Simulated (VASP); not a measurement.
Take W (bcc), with a static lattice, in VASP with PAW potentials, and its bulk modulus.

Q: One run gives 302 GPa. Which level is it?
A. PBE
B. revTPSS
C. rev-vdW-DF2
D. PBE-D3(BJ)

A: A, PBE.  The others give 321 (PBE-D3(BJ)), 324 (revTPSS), 315 (rev-vdW-DF2).

Only levels that ran to the end are used. Left out are those held back, those with too coarse a band path, GW runs whose mesh misses a band edge, hybrids' fits of cells that aren't cubic and levels without matching references; a question may draw on a part of the rest.

The compound is W in the bcc structure.
